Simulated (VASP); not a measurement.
# HfO2 (P4_2/nmc) in VASP: phonons with PBE

Aim: the phonons of HfO2 with PBE.

Everything below comes from runs of VASP 6.6.1. Logs are shortened: lines on timing, memory, paths and dates and some standing lists are left out, and cuts for length are marked.

### 1 The crystal as given

Symmetry: P4_2/nmc, No. 137, tetragonal system. The conventional cell has a = 3.587 Å, b = 3.587 Å, c = 5.226 Å, α = 90.00°, β = 90.00°, γ = 90.00°. Hf (site symmetry -4m2) has 4 O at 2.06 Å as nearest neighbours. O (site symmetry 2mm) is surrounded by 2 Hf at 2.06 Å.

Measurements of this composition are mostly on another form, of space group No. 14.

### 2 Phonons, PBE

POSCAR

```
HfO2
1.0
    3.5872728398      0.0000000000     -0.0000000000
    0.0000000000      3.5872728398      0.0000000000
    0.0000000000      0.0000000000      5.2258170173
  Hf              O
     2     4
Direct
     0.5000000000000000    0.5000000000000000    0.5000000000000000
     0.0000000000000000    0.0000000000000000    0.0000000000000000
     0.0000000000000000    0.5000000000000000    0.6950972542106203
     0.5000000000000000    0.0000000000000000    0.8049027457893797
     0.5000000000000000    0.0000000000000000    0.3049027457893796
     0.0000000000000000    0.5000000000000000    0.1950972542106202
```

INCAR.step1

```
SYSTEM = HfO2
ALGO = Fast
EDIFF = 1E-8
EDIFFG = -0.002
ENCUT = 600
GGA = PE
IBRION = 2
ISIF = 3
ISMEAR = -1
KPAR = 8
LASPH = .TRUE.
LCHARG = .FALSE.
LREAL = .FALSE.
LWAVE = .FALSE.
NELM = 100
NSW = 40
PREC = Accurate
SIGMA = 0.05
```

INCAR.step2

```
SYSTEM = HfO2
ALGO = Fast
EDIFF = 1E-8
ENCUT = 600
GGA = PE
IBRION = 8
ISIF = 2
ISMEAR = -1
KPAR = 8
LASPH = .TRUE.
LCHARG = .FALSE.
LEPSILON = .TRUE.
LREAL = .FALSE.
LWAVE = .FALSE.
NELM = 100
NSW = 1
PREC = Accurate
SIGMA = 0.05
```

KPOINTS

```
k-points
0
G
  6 6 4
  0 0 0
```

Potentials or basis: VASP PAW PBE potentials, release 64 (Hf_pv, O).

On the command line:

```console
$ cat potpaw_PBE.64/Hf_pv/POTCAR potpaw_PBE.64/O/POTCAR > POTCAR
$ cp INCAR.step1 INCAR
$ mpirun -np 8 vasp_std > vasp.out
$ cp CONTCAR POSCAR
$ cp INCAR.step2 INCAR
$ mpirun -np 8 vasp_std > vasp.out
```

OUTCAR:

```text
SYSTEM = HfO2
   EDIFF = 1E-8
   ENCUT = 600
   GGA = PE
   IBRION = 8
   ISIF = 2
   ISMEAR = -1
   LASPH = .TRUE.
   LEPSILON = .TRUE.
   LREAL = .FALSE.
   NELM = 100
   NSW = 1
   PREC = Accurate

 ion  position               nearest neighbor table
   1  0.500  0.500  0.500-   3 2.06   5 2.06   5 2.06   3 2.06   4 2.40   4 2.40   6 2.40   6 2.40
                             2 3.64   2 3.64   2 3.64   2 3.64   2 3.64   2 3.64   2 3.64   2 3.64
   2  0.000  0.000  0.000-   4 2.06   6 2.06   6 2.06   4 2.06   3 2.40   5 2.40   3 2.40   5 2.40
                             1 3.64   1 3.64   1 3.64   1 3.64   1 3.64   1 3.64   1 3.64   1 3.64
   3  0.000  0.500  0.695-   1 2.06   1 2.06   2 2.40   2 2.40
   4  0.500  0.000  0.805-   2 2.06   2 2.06   1 2.40   1 2.40
   5  0.500  0.000  0.305-   1 2.06   1 2.06   2 2.40   2 2.40
   6  0.000  0.500  0.195-   2 2.06   2 2.06   1 2.40   1 2.40

  LATTYP: Found a simple tetragonal cell.
 ALAT       =     3.5876884788
 C/A-ratio  =     1.4564534833

  Lattice vectors:

 A1 = (   3.5876884788,   0.0000000000,   0.0000000000)
[... 1045 lines left out ...]
  1Y     0.000000   -9.895423    0.000000    0.000000    0.487648    0.000000    0.000000    1.448576    0.000000    0.000000   -2.301121    0.000000    0.000000    9.442958    0.000000    0.000000    0.817361    0.000000
  1Z     0.000000    0.000000  -23.769998    0.000000    0.000000   14.211908    0.000000    0.000000    6.542300    0.000000    0.000000   -1.763255    0.000000    0.000000    6.542300    0.000000    0.000000   -1.763255
  2X     0.487648    0.000000    0.000000   -9.895423    0.000000    0.000000    0.817361    0.000000    0.000000    9.442958    0.000000    0.000000   -2.301121    0.000000    0.000000    1.448576    0.000000    0.000000
  2Y     0.000000    0.487648    0.000000    0.000000   -9.895423    0.000000    0.000000   -2.301121    0.000000    0.000000    1.448576    0.000000    0.000000    0.817361    0.000000    0.000000    9.442958    0.000000
  2Z     0.000000    0.000000   14.211908    0.000000    0.000000  -23.769998    0.000000    0.000000   -1.763255    0.000000    0.000000    6.542300    0.000000    0.000000   -1.763255    0.000000    0.000000    6.542300
  3X     9.449110    0.000000    0.000000    0.822805    0.000000    0.000000  -18.307004    0.000000    0.000000    6.972305    0.000000    0.000000    0.330463    0.000000    0.000000    0.732321    0.000000    0.000000
  3Y     0.000000    1.457420    0.000000    0.000000   -2.300221    0.000000    0.000000   -5.479016    0.000000    0.000000    5.258456    0.000000    0.000000    0.328509    0.000000    0.000000    0.734852    0.000000
  3Z     0.000000    0.000000    6.544057    0.000000    0.000000   -1.754386    0.000000    0.000000  -13.444128    0.000000    0.000000   -0.967729    0.000000    0.000000    1.393687    0.000000    0.000000    8.228499
  4X     0.822805    0.000000    0.000000    9.449110    0.000000    0.000000    6.972305    0.000000    0.000000  -18.307004    0.000000    0.000000    0.732321    0.000000    0.000000    0.330463    0.000000    0.000000
  4Y     0.000000   -2.300221    0.000000    0.000000    1.457420    0.000000    0.000000    5.258456    0.000000    0.000000   -5.479016    0.000000    0.000000    0.734852    0.000000    0.000000    0.328509    0.000000
  4Z     0.000000    0.000000   -1.754386    0.000000    0.000000    6.544057    0.000000    0.000000   -0.967729    0.000000    0.000000  -13.444128    0.000000    0.000000    8.228499    0.000000    0.000000    1.393687
  5X     1.457420    0.000000    0.000000   -2.300221    0.000000    0.000000    0.328509    0.000000    0.000000    0.734852    0.000000    0.000000   -5.479016    0.000000    0.000000    5.258456    0.000000    0.000000
  5Y     0.000000    9.449110    0.000000    0.000000    0.822805    0.000000    0.000000    0.330463    0.000000    0.000000    0.732321    0.000000    0.000000  -18.307004    0.000000    0.000000    6.972305    0.000000
  5Z     0.000000    0.000000    6.544057    0.000000    0.000000   -1.754386    0.000000    0.000000    1.393687    0.000000    0.000000    8.228499    0.000000    0.000000  -13.444128    0.000000    0.000000   -0.967729
  6X    -2.300221    0.000000    0.000000    1.457420    0.000000    0.000000    0.734852    0.000000    0.000000    0.328509    0.000000    0.000000    5.258456    0.000000    0.000000   -5.479016    0.000000    0.000000
  6Y     0.000000    0.822805    0.000000    0.000000    9.449110    0.000000    0.000000    0.732321    0.000000    0.000000    0.330463    0.000000    0.000000    6.972305    0.000000    0.000000  -18.307004    0.000000
  6Z     0.000000    0.000000   -1.754386    0.000000    0.000000    6.544057    0.000000    0.000000    8.228499    0.000000    0.000000    1.393687    0.000000    0.000000   -0.967729    0.000000    0.000000  -13.444128

 Eigenvectors and eigenvalues of the dynamical matrix
 ----------------------------------------------------

   1 f  =   19.762551 THz   124.171770 2PiTHz  659.207743 cm-1    81.731307 meV
             X         Y         Z           dx          dy          dz
      1.793844  1.793844  2.612651     0.074792    0.000157    0.000000
      0.000000  0.000000  0.000000    -0.074792   -0.000157    0.000000
      0.000000  1.793844  3.632119    -0.702701   -0.000052    0.000000
      1.793844  0.000000  4.205833     0.702701    0.000052   -0.000000
      1.793844  0.000000  1.593183    -0.024814   -0.001471   -0.000000
      0.000000  1.793844  1.019468     0.024814    0.001471   -0.000000
[... 145 lines left out ...]
  18 f/i=    0.017754 THz     0.111551 2PiTHz    0.592208 cm-1     0.073424 meV
             X         Y         Z           dx          dy          dz
      1.793844  1.793844  2.612651    -0.027654    0.653094   -0.000000
      0.000000  0.000000  0.000000    -0.027654    0.653094   -0.000000
      0.000000  1.793844  3.632119    -0.008239    0.186316   -0.000000
      1.793844  0.000000  4.205833    -0.008239    0.186316   -0.000000
      1.793844  0.000000  1.593183    -0.007889    0.194577   -0.000000
      0.000000  1.793844  1.019468    -0.007889    0.194577   -0.000000

--------------------------------------------------------------------------------------------------------

 MACROSCOPIC STATIC DIELECTRIC TENSOR IONIC CONTRIBUTION
 ------------------------------------------------------
         265.110233    -0.000000     0.000000
          -0.000000   265.110233     0.000000
           0.000000     0.000000    12.681057
 ------------------------------------------------------

 ELASTIC MODULI CONTR FROM IONIC RELAXATION (kBar)
 Direction    XX          YY          ZZ          XY          YZ          ZX
 --------------------------------------------------------------------------------
 XX        -833.6228    316.2369   -609.4198      0.0000      0.0000      0.0000
 YY         316.2369   -833.6228   -609.4198      0.0000      0.0000     -0.0000
 ZZ        -609.4198   -609.4198  -1435.6497      0.0000      0.0000     -0.0000
 XY           0.0000      0.0000      0.0000      0.0000      0.0000      0.0000
 YZ           0.0000      0.0000      0.0000      0.0000   -743.1378     -0.0000
 ZX           0.0000     -0.0000     -0.0000      0.0000     -0.0000   -769.7808
 --------------------------------------------------------------------------------

 PIEZOELECTRIC TENSOR IONIC CONTR  for field in x, y, z        (C/m^2)
          XX          YY          ZZ          XY          YZ          ZX
  --------------------------------------------------------------------------------
  x     0.00000     0.00000     0.00000     0.00000     0.00000     0.00000
  y     0.00000    -0.00000     0.00000     0.00000     0.00000     0.00000
  z     0.00000    -0.00000    -0.00000     0.00000     0.00000     0.00000
```

OUTCAR.step1:

```text
SYSTEM = HfO2
   EDIFF = 1E-8
   EDIFFG = -0.002
   ENCUT = 600
   GGA = PE
   IBRION = 2
   ISIF = 3
   ISMEAR = -1
   LASPH = .TRUE.
[... 993 lines left out ...]
      1.79384      0.00000      1.59318         0.000000     -0.000000     -0.000456
      0.00000      1.79384      1.01947         0.000000      0.000000      0.000456
 -----------------------------------------------------------------------------------
    total drift:                                0.000000     -0.000000      0.000000

  FREE ENERGIE OF THE ION-ELECTRON SYSTEM (eV)
  ---------------------------------------------------
  free  energy   TOTEN  =       -60.7133108807 eV

  energy  without entropy=      -60.7133108807  energy(sigma->0) =      -60.71331088

 reached required accuracy - stopping structural energy minimisation
```

Run time: 6.3 min. Hardware: 8 MPI ranks of Intel Xeon Platinum 8559C (Emerald Rapids), shared host; peak memory 0.63 GiB.

What came out:

```yaml
Electronic_dielectric_tensor_diagonal: 5.20, 5.20, 4.67
Born_charges_mean_of_the_diagonal: Hf +5.26; O -2.63 e
Highest_phonon_frequency_at_Γ_LO-TO_splitting_left_out: 659 cm⁻¹
```

Phonon frequencies in cm⁻¹ (negative: imaginary):
```tsv
q point	frequencies
(0.000, 0.000, 0.000)	-1 -1 0 47 47 96 96 213 310 310 429 429 457 457 584 639 659 659
```

Electronic dielectric tensor:
```
5.20 0.00 0.00
0.00 5.20 0.00
0.00 0.00 4.67
```

Born effective charge tensors (e):
atom 1, Hf
```
5.51 0.00 0.00
0.00 5.51 0.00
0.00 0.00 4.75
```
atom 2, Hf
```
5.51 0.00 0.00
0.00 5.51 0.00
0.00 0.00 4.75
```
atom 3, O
```
-3.47  0.00  0.00
 0.00 -2.05  0.00
 0.00  0.00 -2.37
```
atom 4, O
```
-3.47  0.00  0.00
 0.00 -2.05  0.00
 0.00  0.00 -2.37
```
atom 5, O
```
-2.05  0.00  0.00
 0.00 -3.47  0.00
 0.00  0.00 -2.37
```
atom 6, O
```
-2.05  0.00  0.00
 0.00 -3.47  0.00
 0.00  0.00 -2.37
```

The run has no spin-orbit coupling, so splittings on Hf are missing.
